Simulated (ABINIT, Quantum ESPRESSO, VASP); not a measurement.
**Pd (Fm-3m, 1 atom in the cell) computed with different codes at matched settings**

Self-consistent single point.

```
Pd
1.0
    0.00000     1.92983     1.92983
    1.92983     0.00000     1.92983
    1.92983     1.92983     0.00000
Pd
1
Direct
  0.00000   0.00000   0.00000
```

Shared settings, as Quantum ESPRESSO writes them: occupations = smearing; smearing = gaussian; degauss = 0.0099958 Ry; K_POINTS = automatic 15 15 15 0 0 0. Potentials and cutoffs stand in the table.

```tsv
code	model	pressure (GPa)	cutoff
VASP	PBEsol, VASP's PBE PAW potentials (set 64)	1.94	300 eV
Quantum ESPRESSO	PBEsol, SSSP 1.1.2 efficiency (PBE) pseudopotentials	2.20	60 Ry
ABINIT	PBEsol, PAW (JTH v2.0 PBE PAW, files made for PBE)	2.08	24 Ha
```

On VASP's run: spin polarisation is off.

The spread over the programs that give each value: pressure within 0.26 GPa.

VASP's run is marked for a possible Pulay error in its stress at this cutoff; no cutoff test was made.

The starting cell has typed, rounded lattice constants, without a prior relaxation at this level. Its lattice was rescaled by a random factor within 2.5 % of one.

Left out of this page: Ansatz, GPAW, CP2K, Elk, FLEUR and SIESTA (not drawn, or without a comparable value).
